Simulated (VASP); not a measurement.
Output of a VASP run:

**OSZICAR**
```
       N       E                     dE             d eps       ncg     rms          rms(c)
DAV:   1     0.713475338378E+02    0.71348E+02   -0.89956E+03   840   0.131E+03
DAV:   2    -0.759674934238E+02   -0.14732E+03   -0.14448E+03   876   0.333E+02
DAV:   3    -0.868179572526E+02   -0.10850E+02   -0.10403E+02  1158   0.971E+01
DAV:   4    -0.870847821697E+02   -0.26682E+00   -0.26674E+00   930   0.190E+01
DAV:   5    -0.870966863634E+02   -0.11904E-01   -0.11904E-01  1166   0.375E+00    0.317E+00
DAV:   6    -0.826451101750E+02    0.44516E+01   -0.19159E+00   996   0.268E+01    0.272E+00
DAV:   7    -0.825944865859E+02    0.50624E-01   -0.72589E-01   840   0.922E+00    0.162E+00
DAV:   8    -0.825908098779E+02    0.36767E-02   -0.79872E-01   840   0.528E+00    0.634E-01
DAV:   9    -0.826671857295E+02   -0.76376E-01   -0.63850E-02   840   0.216E+00    0.567E-01
DAV:  10    -0.826293324307E+02    0.37853E-01   -0.38717E-02   840   0.145E+00    0.960E-01
DAV:  11    -0.827007941091E+02   -0.71462E-01   -0.22496E-01   840   0.313E+00    0.219E-01
DAV:  12    -0.827018809490E+02   -0.10868E-02   -0.11882E-02   960   0.794E-01    0.141E-01
DAV:  13    -0.827038167361E+02   -0.19358E-02   -0.52179E-04   894   0.201E-01    0.120E-01
DAV:  14    -0.827020236766E+02    0.17931E-02   -0.63468E-04   852   0.329E-01    0.220E-01
DAV:  15    -0.827061595136E+02   -0.41358E-02   -0.50896E-03   840   0.766E-01    0.220E-02
DAV:  16    -0.827061980879E+02   -0.38574E-04   -0.30535E-04   966   0.169E-01    0.438E-02
DAV:  17    -0.827062015703E+02   -0.34823E-05   -0.81488E-06  1002   0.204E-02    0.477E-02
DAV:  18    -0.827062157242E+02   -0.14154E-04   -0.53147E-06   858   0.195E-02    0.455E-02
DAV:  19    -0.827062164934E+02   -0.76920E-06   -0.22346E-06   888   0.141E-02    0.565E-02
DAV:  20    -0.827062151269E+02    0.13666E-05   -0.12250E-05   984   0.570E-02    0.104E-01
DAV:  21    -0.827062169548E+02   -0.18279E-05   -0.12144E-05  1026   0.566E-02    0.549E-02
DAV:  22    -0.827062195394E+02   -0.25846E-05   -0.10494E-05  1026   0.481E-02    0.189E-02
DAV:  23    -0.827062208640E+02   -0.13246E-05   -0.33556E-06  1056   0.230E-02    0.280E-03
DAV:  24    -0.827062213817E+02   -0.51774E-06   -0.90466E-07   852   0.831E-03    0.660E-03
DAV:  25    -0.827062214430E+02   -0.61327E-07   -0.11307E-07   486   0.521E-03
   1 F= -.82706221E+02 E0= -.82706221E+02  d E =-.850648E-11
```

OUTCAR:
```
------------------------ aborting loop because EDIFF is reached ----------------------------------------
  FORCE on cell =-STRESS in cart. coord.  units (eV):
  Direction    XX          YY          ZZ          XY          YZ          ZX
  --------------------------------------------------------------------------------------
  Total       -0.0005119     -0.0005119      0.0083384      0.0000000     -0.0000000      0.0000000
  in kB       -0.0117520     -0.0117520      0.1914446      0.0000000     -0.0000000      0.0000000
  external PRESSURE =       0.0559802 kB  Pullay stress =       0.0000000 kB
  volume of cell :       69.78
      direct lattice vectors                 reciprocal lattice vectors
     0.000000000  3.267677714  3.267677714    -0.153013866  0.153013866  0.153013866
     3.267677714  0.000000000  3.267677714     0.153013866 -0.153013866  0.153013866
     3.267677714  3.267677714  0.000000000     0.153013866  0.153013866 -0.153013866
 POSITION                                       TOTAL-FORCE (eV/Angst)
 -----------------------------------------------------------------------------------
      3.26768      3.26768      3.29268         0.000000      0.000000      0.000104
      0.00000      0.00000      0.00000         0.000000      0.000000     -0.000104
 -----------------------------------------------------------------------------------
    total drift:                               -0.000000     -0.000000     -0.000072
  FREE ENERGIE OF THE ION-ELECTRON SYSTEM (eV)
  ---------------------------------------------------
  free  energy   TOTEN  =       -82.7062214430 eV

  energy  without entropy=      -82.7062214430  energy(sigma->0) =      -82.70622144
```
(Selected blocks of OUTCAR.)

**POSCAR**
```
PbTe
1
    0.0000000000     3.2676777139     3.2676777139
    3.2676777139     0.0000000000     3.2676777139
    3.2676777139     3.2676777139     0.0000000000
Te Pb
1 1
Direct
  0.5038253467   0.5038253467   0.4961746533
  0.0000000000   1.0000000000   0.0000000000
```

Problem. Reconstruct the remaining input files.

Solution. This is not unique; one that fits is the input of the run itself, r2SCAN meta-GGA, plane waves, VASP's PBE PAW potentials (set 64).

**KPOINTS**
```
Automatic mesh
0
Gamma
6 6 6
0 0 0
```

**INCAR**
```
PREC = Accurate
EDIFF = 1E-7   # SCF stop (eV)
ALGO = Normal   # blocked Davidson
SYSTEM = PbTe
ISIF = 2   # forces and stress, cell fixed
LCHARG = .FALSE.
LREAL = .FALSE.
METAGGA = R2SCAN
SIGMA = 0.05   # width (eV)
ISMEAR = 0
LASPH = .TRUE.   # aspherical one-centre terms
LMIXTAU = .TRUE.
LMAXMIX = 4   # l cut-off of mixed one-centre charges
LWAVE = .FALSE.
ENCUT = 480   # plane-wave cut-off (eV)
NELM = 100   # most electronic steps
```

POTCAR, in this order: Te Pb_d (PBE.64 set). Program: vasp_std.

The compound is PbTe in the rock salt structure. This cell was strained or had an atom moved on purpose.
